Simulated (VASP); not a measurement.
**BN: relaxation of cell and atoms with LDA**

Crystal: BN.

```xyz
2
Lattice="0.0000 1.8075 1.8075 1.8075 0.0000 1.8075 1.8075 1.8075 0.0000" Properties=species:S:1:pos:R:3 pbc="T T T"
B     0.0000    0.0000    0.0000
N     0.9038    0.9038    0.9038
```

- Program: VASP 6.6.1
- Task: relaxation of cell and atoms
- Functional: LDA
- Potentials or basis: VASP PAW LDA potentials, release 64 (B, N)
- Cutoff: 520 eV
- k mesh: 14 × 14 × 14
- Occupations: gaussian, width 0.02 eV
- Spin: no spin polarisation
- Further INCAR settings: ALGO = Fast; EDIFF = 1e-07; IBRION = 2; EDIFFG = -0.002; NSW = 80; ISIF = 3

| Quantity | Value |
| --- | --- |
| Relaxed volume | 5.75 Å³/atom |
| Relaxed cell | a = 2.534 Å, b = 2.534 Å, c = 2.534 Å, α = 60.00°, β = 60.00°, γ = 60.00° |
| Space group after relaxing (to 0.05 Å) | F-43m (No. 216) |
| Energy gained by relaxing | 4.9 meV/atom |
| Ionic steps | 3 |
| Pressure after relaxing | 0.0 GPa |
| Band gap on the k mesh | 4.37 eV, indirect (least direct gap 8.81 eV) |

Step by step:
```csv
step,energy change (eV),largest force (eV/Å),pressure (GPa),volume (Å³)
1,0.0000,0.0000,-10.09,11.81
2,0.0017,0.0000,11.84,11.19
3,-0.0098,0.0000,-0.05,11.51
```

Final structure:
```cif
data_structure
_symmetry_space_group_name_H-M 'P 1'
_symmetry_Int_Tables_number 1
_cell_length_a 2.5340
_cell_length_b 2.5340
_cell_length_c 2.5340
_cell_angle_alpha 60.000
_cell_angle_beta 60.000
_cell_angle_gamma 60.000
_cell_volume 11.51
loop_
_atom_site_label
_atom_site_type_symbol
_atom_site_fract_x
_atom_site_fract_y
_atom_site_fract_z
_atom_site_occupancy
B1 B 0.00000 0.00000 0.00000 1
N1 N 0.25000 0.25000 0.25000 1
```

Levels at points of the mesh, in eV from the valence-band top:
| k point | band 1 | band 2 | band 3 | band 4 | band 5 | band 6 | band 7 | band 8 |
| --- | --- | --- | --- | --- | --- | --- | --- | --- |
| (0.00, 0.00, 0.00) | -20.37 | 0.00 | 0.00 | 0.00 | 8.81 | 8.81 | 8.81 | 10.87 |
| (0.50, 0.00, 0.00) | -15.96 | -10.95 | -2.00 | -2.00 | 10.55 | 10.71 | 10.71 | 15.28 |
| (0.50, 0.50, 0.00) | -14.55 | -9.06 | -5.06 | -5.06 | 4.37 | 9.29 | 18.10 | 18.10 |

Run time: 20 s on 1 thread of AMD EPYC 7R13 Processor (Zen 3) (shared host), peak memory 0.09 GiB.

A k mesh can miss the band edges. Zero-point motion and thermal expansion aren't in these numbers.
